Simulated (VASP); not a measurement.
```
SrTe
1.0
    0.00000     3.35527     3.35527
    3.35527     0.00000     3.35527
    3.35527     3.35527     0.00000
Sr Te
1 1
Cartesian
  0.00000   0.00000   0.00000
  3.35527   3.35527   3.35527
```

These are r2SCAN meta-GGA, VASP's PBE PAW potentials (set 64) (plane waves; VASP 6.6.1) values and carry that method's errors. Run with 480 eV cut-off, 6×6×6 Γ-centred mesh, Gaussian smearing of 0.050 eV, potentials Sr_sv Te.

Each relaxation starts from this cell; other phases were not tried.

Task: The cell is relaxed at 15 GPa. What happens?

Result: The volume per atom goes from 37.77 to 29.36 Å³ (-22.3 %), and the cell becomes a = b = c = 6.170 Å, α = β = γ = 90.00°, space group Fm-3m. The gap on the mesh goes from 2.15 to 1.31 eV.

Task: The cell is relaxed at 30 GPa. What happens?

Result: The volume per atom goes from 37.77 to 25.72 Å³ (-31.9 %), and the cell becomes a = 5.904 Å, b = 5.904 Å, c = 5.904 Å, α = 90.00°, β = 90.00°, γ = 90.00°, space group Fm-3m. The gap on the mesh goes from 2.15 to 0.68 eV.

Failed runs are left out, and for metals the shear rows, which the mesh's noise covers.

The compound is SrTe in the rock salt structure.
